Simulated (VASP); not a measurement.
Consider the following.

```
MgO
1.0
    0.00000     2.11817     2.11817
    2.11817     0.00000     2.11817
    2.11817     2.11817     0.00000
Mg O
1 1
Cartesian
  0.00000   0.00000   0.00000
  2.11817   2.11817   2.11817
```

The numbers are results of r2SCAN meta-GGA, VASP's PBE PAW potentials (set 64) (plane waves; VASP 6.6.1), not measurements. Numerical set-up: 520 eV cut-off, 11×11×11 Γ-centred mesh, Gaussian smearing of 0.050 eV, potentials Mg O.

### Question
Give the stress tensor in GPa (positive for a compressed cell).

### Answer

```
-4.75   0.00   0.00
 0.00  -4.75   0.00
 0.00   0.00  -4.75
```
The pressure is its mean diagonal, -4.75 GPa.

The compound is MgO in the rock salt structure. This cell is one point of a volume scan, at 1.03 of the reference volume.
